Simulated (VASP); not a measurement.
Input:

```xyz
5
Lattice="-2.0170 2.0170 7.0140 2.0170 -2.0170 7.0140 2.0170 2.0170 -7.0140" Properties=species:S:1:pos:R:3 pbc="T T T"
Rb     0.0000     0.0000     0.0000
As     0.0000     0.0000     4.8930
As     0.0000     0.0000     9.1350
Ir     0.0000     2.0170     3.5070
Ir     2.0170     0.0000     3.5070
```

These are LDA (Ceperley-Alder, Perdew-Zunger), VASP's LDA PAW potentials (set 64) (plane waves; VASP) values and carry that method's errors. Settings: 300 eV cut-off, 6×6×6 Γ-centred mesh, Gaussian smearing of 0.27 eV, potentials Rb_sv As Ir.

At this cut-off the stress carries a Pulay error, which pulls relaxed volumes low. Energy and stress use the plane-wave basis of the starting cell.

### Question
The ions, cell shape and volume are relaxed. Which structure does the run end with?

### Answer

```xyz
5
Lattice="-1.9910 1.9910 6.7400 1.9910 -1.9910 6.7400 1.9910 1.9910 -6.7400" Properties=species:S:1:pos:R:3 pbc="T T T"
Rb     0.0000     0.0000     0.0000
As     0.0000     0.0000     4.7666
As     0.0000     0.0000     8.7135
Ir     0.0000     1.9910     3.3700
Ir     1.9910     0.0000     3.3700
```
Space group I4/mmm (139), at a tolerance of 0.03 Å.

### Question
How do energy and volume change from the first to the last step?

### Answer
The energy (σ→0) changes by -15.9 meV/atom and the volume by -6.4 %, in 12 ionic steps.

The structure comes from a computed database's Ir2RbAs2 entry (I4/mmm); how it stands against other phases isn't given here. This run relaxes it. Symmetry was kept, so distortions that lower it aren't found. The k-mesh is coarse (spacing up to 0.37 per Å, 2π included), so the numbers may not be converged in it. The run is one of a series of settings (EDIFFG = -0.01, IBRION = 2, ISIF = 3, NSW = 50 against the base run), some of them coarse on purpose. The electron count is odd and the run is not spin-polarised, which forces a metal.
